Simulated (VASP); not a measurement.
Calculation: PBEsol GGA, VASP's PBE PAW potentials (set 64) (plane waves; VASP).

Input for VASP

**INCAR**
```
ALGO=Normal
EDIFF=1E-7
ENCUT=400
GGA=PS
ISIF=2
ISMEAR=-5
LASPH=.True.
LCHARG=.True.
LMAXMIX=4
LORBIT=11
LREAL=.False.
LWAVE=.False.
NEDOS=601
NELM=100
PREC=Accurate
SYSTEM=Si2Ni
```

POSCAR:
```
Si2Ni
1
    0.0000000000     2.6981428345     2.6981428345
    2.6981428345     0.0000000000     2.6981428345
    2.6981428345     2.6981428345     0.0000000000
Si Ni
2 1
Direct
  0.2500000000   0.2500000000   0.2500000000
  0.7500000000   0.7500000000   0.7500000000
  0.0000000000   0.0000000000   0.0000000000
```

KPOINTS:
```
Automatic mesh
0
Gamma
11 11 11
0 0 0
```

POTCAR, in this order: Si Ni (PBE.64 set). Program: vasp_std.

Problem. Predict the energy per atom (σ→0), band gap (on the k-mesh).

Solution. 
| Item | Value |
|---|---|
| energy per atom (σ→0) | -6.328 eV/atom |
| band gap (on the k-mesh) | none (metal, semimetal or under 0.01 eV) |

OSZICAR:
```
...
DAV:  11    -0.189831868044E+02    0.81046E-05   -0.11111E-03  1772   0.260E-01    0.594E-02
DAV:  12    -0.189832517967E+02   -0.64992E-04   -0.75601E-05  2196   0.177E-01    0.279E-02
DAV:  13    -0.189832133320E+02    0.38465E-04   -0.25410E-05  2019   0.126E-01    0.890E-03
DAV:  14    -0.189832079256E+02    0.54064E-05   -0.34656E-06  2217   0.241E-02    0.389E-03
DAV:  15    -0.189832115256E+02   -0.36000E-05   -0.68046E-07  1909   0.190E-02    0.332E-04
DAV:  16    -0.189832116385E+02   -0.11291E-06   -0.34889E-08   993   0.172E-03    0.209E-04
DAV:  17    -0.189832116911E+02   -0.52597E-07   -0.30387E-09   898   0.757E-04
   1 F= -.18983212E+02 E0= -.18983212E+02  d E =0.000000E+00
```

The structure comes from a measured Si2Ni entry (Fm-3m) of the Crystallography Open Database, whose conditions weren't checked. It was relaxed first. The run is not spin-polarised, so no magnetic state was tried.
